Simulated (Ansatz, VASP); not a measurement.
# GaP in two plane-wave programs

Aim: how closely do two programs agree when they are given the same cell, functional and k mesh? The cell is taken from a series of runs on this material, whose earlier steps may have relaxed, scaled, displaced or heated it; both programs get it as it stands.

Main program and level: Ansatz 0.2.0; plane waves, with VASP 6.6.1 beside it; relaxation of cell and atoms at r2SCAN.

### Step 1. Set-up

Symmetry: F-43m, No. 216, cubic system. Conventional cell: a = 5.450 Å, b = 5.450 Å, c = 5.450 Å, α = 90.00°, β = 90.00°, γ = 90.00°. Ga has 4 P at 2.36 Å nearest. Nearest to P lie 4 Ga at 2.36 Å. Farther neighbours are not listed.

Structure file:

```cif
data_structure
_symmetry_space_group_name_H-M 'F-43m'
_symmetry_Int_Tables_number 216
_cell_length_a 5.4500
_cell_length_b 5.4500
_cell_length_c 5.4500
_cell_angle_alpha 90.000
_cell_angle_beta 90.000
_cell_angle_gamma 90.000
_cell_volume 161.88
loop_
_atom_site_label
_atom_site_type_symbol
_atom_site_symmetry_multiplicity
_atom_site_Wyckoff_symbol
_atom_site_fract_x
_atom_site_fract_y
_atom_site_fract_z
_atom_site_occupancy
Ga1 Ga 4 a 0.00000 0.00000 0.00000 1
P1 P 4 d 0.25000 0.25000 0.75000 1
```

### Step 2. VASP: relaxation of cell and atoms, r2SCAN

The relaxed volume is the usual yardstick between codes: in a stiff, nearly cubic crystal its relative difference is about their pressure difference at one cell divided by the bulk modulus.

Lines of VASP's logs that name or quote its potential files are left out, and so is its time.

Input file INCAR:

```
SYSTEM = GaP
PREC = Accurate
ENCUT = 550
EDIFF = 1E-07
NELM = 120
ISMEAR = -1
SIGMA = 0.02
LREAL = .FALSE.
ALGO = Normal
METAGGA = R2SCAN
LASPH = .TRUE.
NBANDS = 89
LORBIT = 11
LWAVE = .FALSE.
LCHARG = .FALSE.
ISIF = 3
IBRION = 2
NSW = 80
EDIFFG = -0.005
GGA_COMPAT = .FALSE.
NELMIN = 4
EFERMI = MIDGAP
LMIXTAU = .TRUE.
KPAR = 4
```

Input file POSCAR:

```
GaP
1.0
    0.0000000000      5.4500000000      5.4500000000
    5.4500000000      0.0000000000      5.4500000000
    5.4500000000      5.4500000000      0.0000000000
Ga P
8 8
Direct
    0.0000000000      0.0000000000      0.0000000000
    0.0000000000      0.0000000000      0.5000000000
    0.0000000000      0.5000000000      0.0000000000
    0.0000000000      0.5000000000      0.5000000000
    0.5000000000      0.0000000000      0.0000000000
    0.5000000000      0.0000000000      0.5000000000
    0.5000000000      0.5000000000      0.0000000000
    0.5000000000      0.5000000000      0.5000000000
    0.3750000000      0.3750000000      0.3750000000
    0.3750000000      0.3750000000      0.8750000000
    0.3750000000      0.8750000000      0.3750000000
    0.3750000000      0.8750000000      0.8750000000
    0.8750000000      0.3750000000      0.3750000000
    0.8750000000      0.3750000000      0.8750000000
    0.8750000000      0.8750000000      0.3750000000
    0.8750000000      0.8750000000      0.8750000000
```

Input file KPOINTS:

```
Automatic mesh
0
Gamma
4 4 4
0 0 0
```

PAW data sets: Ga_d and P (PBE family, release 64).

Command:

```sh
> mpirun -np 4 vasp_std
```

Numbers of over 12 decimals in the logs are rounded to 6 here.

The program printed:

```text
[banner, memory and clock lines left out]
running    4 mpi-ranks, on    1 nodes
 distrk:  each k-point on    1 cores,    4 groups
 distr:  one band on    1 cores,    1 groups

 POSCAR found type information on POSCAR GaP
 POSCAR found :  2 types and      16 ions
|                                                                             |
|               ----> ADVICE to this user running VASP <----                  |
|                                                                             |
|     You enforced a specific xc type in the INCAR file but a different       |
|     [... a line on the potential file left out ...]
|     I HOPE YOU KNOW WHAT YOU ARE DOING!                                     |
|                                                                             |

 LDA part: xc-table for (None), standard interpolation
 POSCAR, INCAR and KPOINTS ok, starting setup
 FFT: planning ... GRIDC
 FFT: planning ... GRID_SOFT
 FFT: planning ... GRID
 WAVECAR not read
 entering main loop
       N       E                     dE             d eps       ncg     rms          rms(c)
DAV:   1     0.154646966535E+04    0.15465E+04   -0.64539E+04  1632   0.257E+03
DAV:   2     0.195539012525E+03   -0.13509E+04   -0.12862E+04  1424   0.765E+02
DAV:   3    -0.158570276837E+03   -0.35411E+03   -0.33245E+03  1794   0.238E+02
DAV:   4    -0.187971156980E+03   -0.29401E+02   -0.28865E+02  1661   0.671E+01
DAV:   5    -0.189901957625E+03   -0.19308E+01   -0.19227E+01  2054   0.178E+01    0.138E+01
DAV:   6    -0.178260065022E+03    0.11642E+02   -0.63893E+00  2046   0.215E+01    0.890E+00
DAV:   7    -0.167533994746E+03    0.10726E+02   -0.26494E+00  1566   0.761E+00    0.421E+00
DAV:   8    -0.171975794123E+03   -0.44418E+01   -0.39766E+00  1525   0.657E+00    0.142E+00
DAV:   9    -0.171518138234E+03    0.45766E+00   -0.33865E-01  1798   0.285E+00    0.127E+00
DAV:  10    -0.171425356706E+03    0.92782E-01   -0.69176E-02  1573   0.119E+00    0.853E-01
DAV:  11    -0.171563807717E+03   -0.13845E+00   -0.49338E-01  1513   0.273E+00    0.215E-01
DAV:  12    -0.171686744045E+03   -0.12294E+00   -0.60363E-02  1598   0.125E+00    0.268E-01
DAV:  13    -0.171677377708E+03    0.93663E-02   -0.58461E-02  1504   0.989E-01    0.402E-01
DAV:  14    -0.171642751731E+03    0.34626E-01   -0.12888E-02  1646   0.618E-01    0.110E-01
[...]
DAV:  19    -0.171704783512E+03   -0.83859E-03   -0.26182E-04  1497   0.672E-02    0.824E-02
DAV:  20    -0.171704790478E+03   -0.69661E-05   -0.94018E-06  2127   0.130E-02    0.656E-02
DAV:  21    -0.171704794714E+03   -0.42353E-05   -0.79210E-06  1515   0.153E-02    0.376E-02
DAV:  22    -0.171704792514E+03    0.21995E-05   -0.29221E-05  1580   0.152E-02    0.959E-03
DAV:  23    -0.171704816465E+03   -0.23951E-04   -0.12765E-05  1725   0.108E-02    0.521E-03
DAV:  24    -0.171704824112E+03   -0.76467E-05   -0.62547E-06  1586   0.870E-03    0.438E-03
DAV:  25    -0.171704823768E+03    0.34438E-06   -0.54460E-07  1307   0.351E-03    0.441E-03
DAV:  26    -0.171704823850E+03   -0.82429E-07   -0.22464E-07  1157   0.159E-03
   1 F= -.17170482E+03 E0= -.17170482E+03  d E =-.171705E+03
 curvature:   0.00 expect dE= 0.000E+00 dE for cont linesearch  0.000E+00
 trial: gam= 0.00000 g(F)=  0.206E-43 g(S)=  0.634E-04 ort = 0.000E+00 (trialstep = 0.100E+01)
 search vector abs. value=  0.634E-04
 bond charge predicted
       N       E                     dE             d eps       ncg     rms          rms(c)
DAV:   1    -0.171705405281E+03   -0.58151E-03   -0.90278E-03  1802   0.857E-01    0.151E-01
DAV:   2    -0.171704955792E+03    0.44949E-03   -0.11989E-03  1746   0.337E-01    0.730E-02
DAV:   3    -0.171704810286E+03    0.14551E-03   -0.26457E-04  1913   0.141E-01    0.135E-02
DAV:   4    -0.171704815591E+03   -0.53048E-05   -0.83672E-05  1512   0.600E-02    0.121E-02
DAV:   5    -0.171704824022E+03   -0.84310E-05   -0.58313E-06  1908   0.108E-02    0.151E-02
DAV:   6    -0.171704830630E+03   -0.66077E-05   -0.32606E-06  1511   0.900E-03    0.195E-02
DAV:   7    -0.171704812550E+03    0.18079E-04   -0.11937E-06  1724   0.727E-03    0.671E-03
DAV:   8    -0.171704813287E+03   -0.73657E-06   -0.85053E-07  1194   0.606E-03    0.779E-03
DAV:   9    -0.171704815243E+03   -0.19565E-05   -0.21173E-07  1118   0.204E-03    0.247E-03
DAV:  10    -0.171704816455E+03   -0.12116E-05   -0.72864E-08   929   0.161E-03    0.610E-04
DAV:  11    -0.171704816319E+03    0.13633E-06   -0.20600E-08   843   0.101E-03    0.170E-04
DAV:  12    -0.171704816256E+03    0.62439E-07   -0.18933E-08   840   0.101E-03
   2 F= -.17170482E+03 E0= -.17170482E+03  d E =0.759388E-05
 trial-energy change:    0.000008  1 .order    0.000013   -0.000063    0.000090
 step:   0.4691(harm=  0.4129)  dis= 0.00000  next Energy=  -171.704839 (dE=-0.155E-04)
 bond charge predicted
       N       E                     dE             d eps       ncg     rms          rms(c)
DAV:   1    -0.171705026505E+03   -0.21019E-03   -0.25497E-03  1808   0.456E-01    0.795E-02
DAV:   2    -0.171704873126E+03    0.15338E-03   -0.33380E-04  1753   0.177E-01    0.385E-02
DAV:   3    -0.171704814442E+03    0.58684E-04   -0.73812E-05  1909   0.746E-02    0.709E-03
DAV:   4    -0.171704819597E+03   -0.51551E-05   -0.23147E-05  1451   0.316E-02    0.646E-03
DAV:   5    -0.171704821470E+03   -0.18732E-05   -0.15811E-06  1701   0.565E-03    0.810E-03
DAV:   6    -0.171704821936E+03   -0.46557E-06   -0.77986E-07  1141   0.448E-03    0.104E-02
DAV:   7    -0.171704830990E+03   -0.90542E-05   -0.30236E-07   997   0.366E-03    0.394E-03
DAV:   8    -0.171704831749E+03   -0.75921E-06   -0.22099E-07  1069   0.296E-03    0.439E-03
DAV:   9    -0.171704830763E+03    0.98553E-06   -0.36260E-08   833   0.107E-03    0.224E-03
DAV:  10    -0.171704830353E+03    0.40996E-06   -0.26833E-08   801   0.115E-03    0.146E-03
DAV:  11    -0.171704830249E+03    0.10470E-06   -0.20439E-08   793   0.965E-04    0.483E-04
DAV:  12    -0.171704829977E+03    0.27155E-06   -0.64162E-09   785   0.579E-04    0.384E-05
DAV:  13    -0.171704830009E+03   -0.31527E-07   -0.13591E-09   769   0.231E-04
   3 F= -.17170483E+03 E0= -.17170483E+03  d E =-.615856E-05
 curvature:  -0.20 expect dE=-0.433E-05 dE for cont linesearch -0.433E-05
 trial: gam= 0.00000 g(F)=  0.124E-43 g(S)=  0.212E-04 ort =-0.366E-04 (trialstep = 0.894E+00)
 search vector abs. value=  0.212E-04
 reached required accuracy - stopping structural energy minimisation
```

OUTCAR, selected parts (step 2):

```text
ion  position               nearest neighbor table
   1  0.000  0.000  0.000-  15 2.36  16 2.36  12 2.36  14 2.36
   2  0.000  0.000  0.500-  15 2.36  16 2.36  11 2.36  13 2.36
   3  0.000  0.500  0.000-  13 2.36  14 2.36  10 2.36  16 2.36
   4  0.000  0.500  0.500-  13 2.36  14 2.36   9 2.36  15 2.36
   5  0.500  0.000  0.000-  11 2.36  12 2.36  10 2.36  16 2.36
   6  0.500  0.000  0.500-  11 2.36  12 2.36   9 2.36  15 2.36
   7  0.500  0.500  0.000-   9 2.36  10 2.36  12 2.36  14 2.36
   8  0.500  0.500  0.500-   9 2.36  10 2.36  11 2.36  13 2.36
   9  0.375  0.375  0.375-   7 2.36   8 2.36   4 2.36   6 2.36
  10  0.375  0.375  0.875-   7 2.36   8 2.36   3 2.36   5 2.36
  11  0.375  0.875  0.375-   5 2.36   6 2.36   2 2.36   8 2.36
  12  0.375  0.875  0.875-   5 2.36   6 2.36   1 2.36   7 2.36
  13  0.875  0.375  0.375-   3 2.36   4 2.36   2 2.36   8 2.36
  14  0.875  0.375  0.875-   3 2.36   4 2.36   1 2.36   7 2.36
  15  0.875  0.875  0.375-   1 2.36   2 2.36   4 2.36   6 2.36
  16  0.875  0.875  0.875-   1 2.36   2 2.36   3 2.36   5 2.36

  LATTYP: Found a face centered cubic cell.
 ALAT       =    10.9000000000

 Subroutine GETGRP returns: Found 24 space group operations
 (whereof 24 operations were pure point group operations)

The static configuration has the point symmetry T_d .

 Found      8 irreducible k-points:

   k-points           NKPTS =      8   k-points in BZ     NKDIM =      8   number of bands    NBANDS=     89

   dimension x,y,z NGX =    60 NGY =   60 NGZ =   60
   dimension x,y,z NGXF=   120 NGYF=  120 NGZF=  120

   ENCUT  =  550.0 eV  40.42 Ry    6.36 a.u.  14.74 14.74 14.74*2*pi/ulx,y,z

   NELECT =     144.0000    total number of electrons

 k-points in reciprocal lattice and weights: Automatic mesh
   0.00000000  0.00000000  0.00000000       0.016
   0.25000000  0.00000000  0.00000000       0.125
   0.50000000  0.00000000  0.00000000       0.062
   0.25000000  0.25000000  0.00000000       0.094
   0.50000000  0.25000000  0.00000000       0.375
  -0.25000000  0.25000000  0.00000000       0.188
   0.50000000  0.50000000  0.00000000       0.047
  -0.25000000  0.50000000  0.25000000       0.094

 average (electrostatic) potential at core
       1 -70.1789       2 -70.1789       3 -70.1789       4 -70.1789       5 -70.1789
       6 -70.1789       7 -70.1789       8 -70.1789       9 -86.4512      10 -86.4512
      11 -86.4512      12 -86.4512      13 -86.4512      14 -86.4512      15 -86.4512
      16 -86.4512

 E-fermi :   5.4192

 k-point     1 :       0.0000    0.0000    0.0000
  band No.  band energies     occupation
    ...
     68       3.2988      2.00000
     69       3.2988      2.00000
     70       4.4685      2.00000
     71       4.4685      2.00000
     72       4.4685      2.00000
     73       6.3801      0.00000
     74       6.3801      0.00000
     75       6.3801      0.00000
     76       6.5104      0.00000
     77       6.5104      0.00000
    ...

 k-point     2 :       0.2500    0.0000    0.0000
  band No.  band energies     occupation
    ...
     68       2.9750      2.00000
     69       3.4258      2.00000
     70       3.4258      2.00000
     71       4.2300      2.00000
     72       4.2300      2.00000
     73       6.6390      0.00000
     74       6.6390      0.00000
     75       6.6390      0.00000
     76       6.6436      0.00000
     77       7.3564      0.00000
    ...

 k-point     3 :       0.5000    0.0000    0.0000
  band No.  band energies     occupation
    ...
     68       2.3483      2.00000
     69       3.7777      2.00000
     70       3.7777      2.00000
     71       3.7777      2.00000
     72       3.7777      2.00000
     73       7.0130      0.00000
     74       7.0130      0.00000
     75       7.2309      0.00000
     76       7.2309      0.00000
     77       7.2309      0.00000
    ...

  Total        0.0483927      0.0483927      0.0483927      0.0000000      0.0000000     -0.0000000
  in kB        0.2395662      0.2395662      0.2395662      0.0000000      0.0000000     -0.0000000
  external PRESSURE =       0.2395662 kB  Pullay stress =       0.0000000 kB

  energy-cutoff  :      550.00
  volume of cell :      323.64
      direct lattice vectors                 reciprocal lattice vectors
     0.000000000  5.449354802  5.449354802    -0.091753982  0.091753982  0.091753982
     5.449354802  0.000000000  5.449354802     0.091753982 -0.091753982  0.091753982
     5.449354802  5.449354802  0.000000000     0.091753982  0.091753982 -0.091753982

 POSITION                                       TOTAL-FORCE (eV/Angst)
 -----------------------------------------------------------------------------------
      0.00000      0.00000      0.00000        -0.000000      0.000000     -0.000000
      2.72468      2.72468      0.00000         0.000000     -0.000000      0.000000
      2.72468      0.00000      2.72468        -0.000000      0.000000     -0.000000
      5.44935      2.72468      2.72468        -0.000000     -0.000000     -0.000000
      0.00000      2.72468      2.72468        -0.000000     -0.000000     -0.000000
      2.72468      5.44935      2.72468        -0.000000     -0.000000     -0.000000
      2.72468      2.72468      5.44935        -0.000000      0.000000     -0.000000
      5.44935      5.44935      5.44935        -0.000000      0.000000     -0.000000
      4.08702      4.08702      4.08702         0.000000      0.000000      0.000000
      6.81169      6.81169      4.08702         0.000000      0.000000      0.000000
      6.81169      4.08702      6.81169         0.000000      0.000000      0.000000
      9.53637      6.81169      6.81169         0.000000      0.000000      0.000000
      4.08702      6.81169      6.81169         0.000000      0.000000      0.000000
      6.81169      9.53637      6.81169         0.000000      0.000000      0.000000
      6.81169      6.81169      9.53637         0.000000      0.000000      0.000000
      9.53637      9.53637      9.53637         0.000000      0.000000      0.000000
 -----------------------------------------------------------------------------------
    total drift:                                0.000015      0.000015      0.000016

  FREE ENERGIE OF THE ION-ELECTRON SYSTEM (eV)
  ---------------------------------------------------
  free  energy   TOTEN  =      -171.7048300087 eV

  energy  without entropy=     -171.7048300087  energy(sigma->0) =     -171.70483001

 reached required accuracy - stopping structural energy minimisation

 total charge
# of ion       s       p       d       tot
------------------------------------------
    1        0.831   0.848  10.018  11.697
    2        0.831   0.848  10.018  11.697
    3        0.831   0.848  10.018  11.697
    4        0.831   0.848  10.018  11.697
    5        0.831   0.848  10.018  11.697
    6        0.831   0.848  10.018  11.697
    7        0.831   0.848  10.018  11.697
    8        0.831   0.848  10.018  11.697
    9        1.009   1.542   0.000   2.550
   10        1.009   1.542   0.000   2.550
   11        1.009   1.542   0.000   2.550
   12        1.009   1.542   0.000   2.550
   13        1.009   1.542   0.000   2.550
   14        1.009   1.542   0.000   2.550
   15        1.009   1.542   0.000   2.550
   16        1.009   1.542   0.000   2.550
--------------------------------------------------
tot         14.717  19.117  80.145 113.978

[... 3 further parts left out ...]
```

CONTCAR:

```
GaP
   1.00000000000000
     0.0000000000000000    5.4493548016618263    5.4493548016618263
     5.4493548016618263    0.0000000000000000    5.4493548016618263
     5.4493548016618263    5.4493548016618263    0.0000000000000000
  Ga              P
     8     8
Direct
     0.0000000000000000    0.0000000000000000    0.0000000000000000
     0.0000000000000000    0.0000000000000000    0.5000000000000000
     0.0000000000000000    0.5000000000000000    0.0000000000000000
     0.0000000000000000    0.5000000000000000    0.5000000000000000
     0.5000000000000000    0.0000000000000000    0.0000000000000000
     0.5000000000000000    0.0000000000000000    0.5000000000000000
     0.5000000000000000    0.5000000000000000    0.0000000000000000
     0.5000000000000000    0.5000000000000000    0.5000000000000000
     0.3750000000000000    0.3750000000000000    0.3750000000000000
     0.3750000000000000    0.3750000000000000    0.8750000000000000
     0.3750000000000000    0.8750000000000000    0.3750000000000000
     0.3750000000000000    0.8750000000000000    0.8750000000000000
     0.8750000000000000    0.3750000000000000    0.3750000000000000
     0.8750000000000000    0.3750000000000000    0.8750000000000000
     0.8750000000000000    0.8750000000000000    0.3750000000000000
     0.8750000000000000    0.8750000000000000    0.8750000000000000
```

[end of part 1 of 2]

[Lines on the potential files, build, host, timing and source positions are cut from VASP's logs without a mark.]

[Logs are printed without paths, hosts, clocks, repeated set-up lines and the standing remarks that a program may print on its own settings, such as how far it seeks lower states.]

[Hosts, paths, dates, database ids (printed as entryN), source tags and the programs' standing remarks are cut or masked in the printed files.]
